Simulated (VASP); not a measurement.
# BaLiF3 (Pm-3m) in VASP: single point with LDA

Aim: the single point of BaLiF3 with LDA.

All numbers are computed with VASP 6.6.1; they aren't measurements. Logs are shortened: lines on timing, memory, paths and dates and some standing lists are left out, and cuts for length are marked.

**1. The structure**

It takes space group Pm-3m (No. 221, cubic). The conventional cell has a = 3.989 Å, b = 3.989 Å, c = 3.989 Å, α = 90.00°, β = 90.00°, γ = 90.00°. Around Ba (site symmetry m-3m) lie 12 F at 2.82 Å. Li (site symmetry m-3m) has 6 F at 1.99 Å as nearest neighbours. F (site symmetry 4/mmm) has 2 Li at 1.99 Å as nearest neighbours.

The cell comes from a database or a generator and needn't be the stable form of this composition.

**2. Single point, LDA**

The input, INCAR:

```
SYSTEM = BaLiF3
PREC = Accurate
ENCUT = 520
EDIFF = 1E-6
ISMEAR = 0
SIGMA = 0.05
LREAL = .False.
LASPH = .True.
NELM = 80
ALGO = Fast
ISIF = 2
LWAVE = .False.
LCHARG = .False.
NBANDS = 25
```

The input, KPOINTS:

```
regular mesh
0
Gamma
  6 6 6
  0 0 0
```

The input, POSCAR:

```
BaLiF3
1.0
    3.9885816400      0.0000000000      0.0000000000
    0.0000000000      3.9885816400      0.0000000000
    0.0000000000      0.0000000000      3.9885816400
Ba Li F
1 1 3
Direct
    0.0000000000      0.0000000000      0.0000000000
    0.5000000000      0.5000000000      0.5000000000
    0.0000000000      0.5000000000      0.5000000000
    0.5000000000      0.5000000000      0.0000000000
    0.5000000000      0.0000000000      0.5000000000
```

Potentials or basis: VASP PAW LDA potentials, release 64 (Ba_sv, Li_sv, F).

Run with:

```sh
$ cat potpaw_LDA.64/Ba_sv/POTCAR potpaw_LDA.64/Li_sv/POTCAR potpaw_LDA.64/F/POTCAR > POTCAR
$ mpirun -np 1 vasp_std > vasp.out
```

OUTCAR:

```text
SYSTEM = BaLiF3
   PREC = Accurate
   ENCUT = 520
   EDIFF = 1E-6
   ISMEAR = 0
   LREAL = .False.
   LASPH = .True.
   NELM = 80
   ISIF = 2

 ion  position               nearest neighbor table
   1  0.000  0.000  0.000-   3 2.82   4 2.82   5 2.82   3 2.82   5 2.82   3 2.82   4 2.82   3 2.82
                             4 2.82   5 2.82   5 2.82   4 2.82   2 3.45   2 3.45   2 3.45   2 3.45
   2  0.500  0.500  0.500-   3 1.99   4 1.99   5 1.99   4 1.99   5 1.99   3 1.99   1 3.45   1 3.45
                             1 3.45   1 3.45   1 3.45   1 3.45   1 3.45   1 3.45
   3  0.000  0.500  0.500-   2 1.99   2 1.99   1 2.82   1 2.82   1 2.82   1 2.82
   4  0.500  0.500  0.000-   2 1.99   2 1.99   1 2.82   1 2.82   1 2.82   1 2.82
   5  0.500  0.000  0.500-   2 1.99   2 1.99   1 2.82   1 2.82   1 2.82   1 2.82

  LATTYP: Found a simple cubic cell.
 ALAT       =     3.9885816400

  Lattice vectors:

 A1 = (   3.9885816400,   0.0000000000,   0.0000000000)
 A2 = (   0.0000000000,   3.9885816400,   0.0000000000)
 A3 = (   0.0000000000,   0.0000000000,   3.9885816400)

Analysis of symmetry for initial positions (statically):
=====================================================================
 Subroutine PRICEL returns:
 Original cell was already a primitive cell.

 Routine SETGRP: Setting up the symmetry group for a
 simple cubic supercell.

 Subroutine GETGRP returns: Found 48 space group operations
 (whereof 48 operations were pure point group operations)
 out of a pool of 48 trial point group operations.

The static configuration has the point symmetry O_h .

Analysis of symmetry for dynamics (positions and initial velocities):
=====================================================================
 Subroutine PRICEL returns:
 Original cell was already a primitive cell.

 Routine SETGRP: Setting up the symmetry group for a
 simple cubic supercell.

 Subroutine GETGRP returns: Found 48 space group operations
 (whereof 48 operations were pure point group operations)
 out of a pool of 48 trial point group operations.

The dynamic configuration has the point symmetry O_h .

 Subroutine INISYM returns: Found 48 space group operations
 (whereof 48 operations are pure point group operations),
 and found     1 'primitive' translations

----------------------------------------------------------------------------------------

                                     Primitive cell

  volume of cell :      63.4535

  direct lattice vectors                    reciprocal lattice vectors
     3.988581640  0.000000000  0.000000000     0.250715691  0.000000000  0.000000000
     0.000000000  3.988581640  0.000000000     0.000000000  0.250715691  0.000000000
     0.000000000  0.000000000  3.988581640     0.000000000  0.000000000  0.250715691

  length of vectors
     3.988581640  3.988581640  3.988581640     0.250715691  0.250715691  0.250715691

  position of ions in fractional coordinates (direct lattice)
     0.000000000  0.000000000  0.000000000
     0.500000000  0.500000000  0.500000000
     0.000000000  0.500000000  0.500000000
     0.500000000  0.500000000  0.000000000
     0.500000000  0.000000000  0.500000000

  ion indices of the primitive-cell ions
   primitive index   ion index
                 1           1
                 2           2
                 3           3
                 4           4
                 5           5

----------------------------------------------------------------------------------------

 KPOINTS: regular mesh

Automatic generation of k-mesh.
 Grid dimensions read from file:
 generate k-points for:    6    6    6

 Generating k-lattice:

  Cartesian coordinates                     Fractional coordinates (reciprocal lattice)
     0.041785948  0.000000000  0.000000000     0.166666667  0.000000000  0.000000000
     0.000000000  0.041785948  0.000000000     0.000000000  0.166666667  0.000000000
     0.000000000  0.000000000  0.041785948     0.000000000  0.000000000  0.166666667

  Length of vectors
     0.041785948  0.041785948  0.041785948

  Shift w.r.t. Gamma in fractional coordinates (k-lattice)
     0.000000000  0.000000000  0.000000000

 Subroutine IBZKPT returns following result:
 ===========================================

 Found     20 irreducible k-points:

 Following reciprocal coordinates:
            Coordinates               Weight
  0.000000  0.000000  0.000000      1.000000
  0.166667  0.000000  0.000000      6.000000
  0.333333  0.000000  0.000000      6.000000
  0.500000  0.000000  0.000000      3.000000
  0.166667  0.166667  0.000000     12.000000
  0.333333  0.166667  0.000000     24.000000
[... 12 lines left out ...]
  0.500000  0.500000  0.333333      6.000000
  0.500000  0.500000  0.500000      1.000000
   k-points           NKPTS =     20   k-points in BZ     NKDIM =     20   number of bands    NBANDS=     25
   number of dos      NEDOS =    301   number of ions     NIONS =      5
   total plane-waves  NPLWV =  27000
   dimension x,y,z NGX =    30 NGY =   30 NGZ =   30
   dimension x,y,z NGXF=    60 NGYF=   60 NGZF=   60
   ions per type =               1   1   3
   NGX,Y,Z   is equivalent  to a cutoff of  12.50, 12.50, 12.50 a.u.
   NGXF,Y,Z  is equivalent  to a cutoff of  25.01, 25.01, 25.01 a.u.
 SYSTEM =  BaLiF3
   PREC   = accura    normal or accurate (medium, high low for compatibility)
   ISTART =      0    job   : 0-new  1-cont  2-samecut
   ICHARG =      2    charge: 1-file 2-atom 10-const
   ISPIN  =      1    spin polarized calculation?
   LNONCOLLINEAR =      F non collinear calculations
   LSORBIT =      F    spin-orbit coupling
   LASPH  =      T    aspherical Exc in radial PAW
   ENCUT  =  520.0 eV  38.22 Ry    6.18 a.u.   7.42  7.42  7.42*2*pi/ulx,y,z
   NELM   =     80;   NELMIN=  2; NELMDL= -5     # of ELM steps
   EDIFF  = 0.1E-05   stopping-criterion for ELM
   LREAL  =      F    real-space projection
   EDIFFG = 0.1E-04   stopping-criterion for IOM
   NSW    =      0    number of steps for IOM
   IBRION =     -1    ionic relax: 0-MD 1-quasi-New 2-CG
   NFREE  =      0    steps in history (QN), initial steepest desc. (CG)
   ISIF   =      2    stress and relaxation
   ISYM   =      2    0-nonsym 1-usesym 2-fastsym
   POTIM  = 0.5000    time-step for ionic-motion
   TEBEG  =    0.0;   TEEND  =   0.0 temperature during run
   PSTRESS=    0.0 pullay stress
   NELECT =      34.0000    total number of electrons
   NUPDOWN=      -1.0000    fix difference up-down
   EMIN   =  10.00;   EMAX   =-10.00  energy-range for DOS
   EFERMI =   0.00;   METHOD = LEGACY
   ISMEAR =     0;   SIGMA  =   0.05  broadening in eV -4-tet -1-fermi 0-gaus
   EFERMI_NEDOS =   21; number of points for ismear=-14 and -15
   IALGO  =     68    algorithm
   IMIX   =      4    mixing-type and parameters
     AMIX     =   0.40;   BMIX     =  1.00
     AMIX_MAG =   1.60;   BMIX_MAG =  1.00
  volume/ion in A,a.u.               =      12.69        85.64
  Fermi-wavevector in a.u.,A,eV,Ry     =   1.329687  2.512743 24.056007  1.768067
  Thomas-Fermi vector in A             =   2.458830
   LORBIT       =      0    0 simple, 1 ext, 2 COOP (PROOUT), +10 PAW based schemes
   GGA     = CA    functional components
   LHFCALC =     F    Hartree Fock is set to
   AEXX    =    0.0000 exact exchange contribution
   IVDW    =     0    specifies the selected vdW correction
   LEPSILON=     F    determine dielectric tensor
   LRPA    =     F    only Hartree local field effects (RPA)
 non-spin polarized calculation
 RMM-DIIS sequential band-by-band and
 Gauss-broadening in eV      SIGMA  =   0.05
  energy-cutoff  :      520.00
  volume of cell :       63.45
 maximum number of plane-waves:      1743
 NGX is ok and might be reduce to    30
   NGX = 15   NGY = 15   NGZ = 15

 number of electron      33.9999948 magnetization

 Free energy of the ion-electron system (eV)
  ---------------------------------------------------
  ext. energy  EPLUGINS =         0.00000000
  ---------------------------------------------------
  free energy    TOTEN  =       -29.22272710 eV

  energy without entropy =      -29.22272710  energy(sigma->0) =      -29.22272710

 E-fermi :  -0.5761     XC(G=0): -10.7345

 val. band max:       -0.8550592650   @ k =   0.0000   0.0000   0.0000
 cond. band min:       5.6183104584   @ k =   0.0000   0.0000   0.0000
 fundamental gap:      6.4733697234
 Fermi energy:        -0.5760803322

 k-point     1 :       0.0000    0.0000    0.0000
  band No.  band energies     occupation
      1     -40.4892      2.00000
      2     -24.2576      2.00000
      3     -20.0719      2.00000
      4     -19.6720      2.00000
      5     -19.6720      2.00000
      6      -9.2849      2.00000
[... 17 lines left out ...]
     24      15.6457      0.00000
     25      15.6458      0.00000

 k-point     2 :       0.1667    0.0000    0.0000
  band No.  band energies     occupation
      1     -40.4888      2.00000
      2     -24.2199      2.00000
      3     -20.0980      2.00000
      4     -19.7247      2.00000
      5     -19.6675      2.00000
      6      -9.2711      2.00000
[... 17 lines left out ...]
     24      14.9896      0.00000
     25      15.8438      0.00000

 k-point     3 :       0.3333    0.0000    0.0000
  band No.  band energies     occupation
      1     -40.4879      2.00000
      2     -24.1413      2.00000
      3     -20.1688      2.00000
      4     -19.8139      2.00000
      5     -19.6600      2.00000
      6      -9.2442      2.00000
[... 17 lines left out ...]
     24      13.8889      0.00000
     25      16.3570      0.00000

 k-point     4 :       0.5000    0.0000    0.0000
  band No.  band energies     occupation
      1     -40.4874      2.00000
      2     -24.1001      2.00000
      3     -20.2152      2.00000
      4     -19.8484      2.00000
      5     -19.6553      2.00000
      6      -9.2311      2.00000
[... 17 lines left out ...]
     24      12.7771      0.00000
     25      14.3815      0.00000

 k-point     5 :       0.1667    0.1667    0.0000
  band No.  band energies     occupation
      1     -40.4883      2.00000
      2     -24.1846      2.00000
      3     -20.1113      2.00000
      4     -19.7514      2.00000
      5     -19.6922      2.00000
      6      -9.3441      2.00000
[... 17 lines left out ...]
     24      14.9753      0.00000
     25      15.2503      0.00000

 k-point     6 :       0.3333    0.1667    0.0000
  band No.  band energies     occupation
      1     -40.4875      2.00000
      2     -24.1112      2.00000
      3     -20.1508      2.00000
      4     -19.8401      2.00000
      5     -19.6962      2.00000
      6      -9.3548      2.00000
[... 17 lines left out ...]
     24      13.8671      0.00000
     25      15.3837      0.00000
[... 281 lines left out ...]
 k-point    17 :       0.3333    0.3333    0.3333
  band No.  band energies     occupation
      1     -40.4854      2.00000
      2     -23.9821      2.00000
      3     -20.0557      2.00000
      4     -19.8764      2.00000
      5     -19.8764      2.00000
      6      -9.6664      2.00000
[... 17 lines left out ...]
     24      14.1299      0.00000
     25      15.4658      0.00000

 k-point    18 :       0.5000    0.3333    0.3333
  band No.  band energies     occupation
      1     -40.4850      2.00000
      2     -23.9593      2.00000
      3     -20.0069      2.00000
      4     -19.9454      2.00000
      5     -19.8665      2.00000
      6      -9.7446      2.00000
[... 17 lines left out ...]
     24      13.7840      0.00000
     25      14.8090      0.00000

 k-point    19 :       0.5000    0.5000    0.3333
  band No.  band energies     occupation
      1     -40.4846      2.00000
      2     -23.9397      2.00000
      3     -19.9455      2.00000
      4     -19.9455      2.00000
      5     -19.9257      2.00000
      6      -9.8292      2.00000
[... 17 lines left out ...]
     24      14.2902      0.00000
     25      14.8456      0.00000

 k-point    20 :       0.5000    0.5000    0.5000
  band No.  band energies     occupation
      1     -40.4843      2.00000
      2     -23.9234      2.00000
      3     -19.9339      2.00000
      4     -19.9339      2.00000
      5     -19.9339      2.00000
      6      -9.9166      2.00000
[... 17 lines left out ...]
     24      14.8546      0.00000
     25      15.3018      0.00000

------------------------ aborting loop because EDIFF is reached ----------------------------------------

  FORCE on cell =-STRESS in cart. coord.  units (eV):
  Direction    XX          YY          ZZ          XY          YZ          ZX
  --------------------------------------------------------------------------------------
  -------------------------------------------------------------------------------------
  Total       -2.0043637     -2.0043637     -2.0043637     -0.0000000     -0.0000000     -0.0000000
  in kB      -50.6094542    -50.6094542    -50.6094542     -0.0000000     -0.0000000     -0.0000000
  external PRESSURE =     -50.6094542 kB  Pullay stress =       0.0000000 kB

 VOLUME and BASIS-vectors are now :
 -----------------------------------------------------------------------------
  energy-cutoff  :      520.00
  volume of cell :       63.45
      direct lattice vectors                 reciprocal lattice vectors
     3.988581640  0.000000000  0.000000000     0.250715691  0.000000000  0.000000000
     0.000000000  3.988581640  0.000000000     0.000000000  0.250715691  0.000000000
     0.000000000  0.000000000  3.988581640     0.000000000  0.000000000  0.250715691

 POSITION                                       TOTAL-FORCE (eV/Angst)
 -----------------------------------------------------------------------------------
      0.00000      0.00000      0.00000         0.000000      0.000000      0.000000
      1.99429      1.99429      1.99429         0.000000      0.000000      0.000000
      0.00000      1.99429      1.99429         0.000000      0.000000      0.000000
      1.99429      1.99429      0.00000         0.000000      0.000000      0.000000
      1.99429      0.00000      1.99429         0.000000      0.000000      0.000000
 -----------------------------------------------------------------------------------
    total drift:                                0.000000      0.000000     -0.000000

  FREE ENERGIE OF THE ION-ELECTRON SYSTEM (eV)
  ---------------------------------------------------
  free  energy   TOTEN  =       -29.2227270974 eV

  energy  without entropy=      -29.2227270974  energy(sigma->0) =      -29.22272710
```

It took 88 s on 1 thread of AMD EPYC 7R43 (Zen 3), shared host; peak memory 0.13 GiB.

Results:

```yaml
Free_energy: -29.2227 eV
Band_gap_on_the_k_mesh: 6.47 eV, direct
```

Levels at points of the mesh, in eV from the valence-band top:
| k point | band 14 | band 15 | band 16 | band 17 | band 18 | band 19 | band 20 | band 21 |
| --- | --- | --- | --- | --- | --- | --- | --- | --- |
| (0.00, 0.00, 0.00) | -0.83 | 0.00 | 0.00 | 0.00 | 6.47 | 6.47 | 7.92 | 9.79 |
| (0.50, 0.00, 0.00) | -0.77 | -0.77 | -0.48 | -0.48 | 7.95 | 8.46 | 10.23 | 10.70 |
| (0.50, 0.50, 0.00) | -0.62 | -0.62 | -0.22 | -0.19 | 8.77 | 9.07 | 10.72 | 10.72 |
| (0.50, 0.50, 0.50) | -0.20 | -0.14 | -0.14 | -0.14 | 7.90 | 7.90 | 7.90 | 11.94 |

Caveat: the cutoff is under 1.25 times the usual one of these potentials, so pressure, stress and relaxed cells hold a basis-set (Pulay) error; spin-orbit coupling is left out, which moves the levels of the heavy elements.
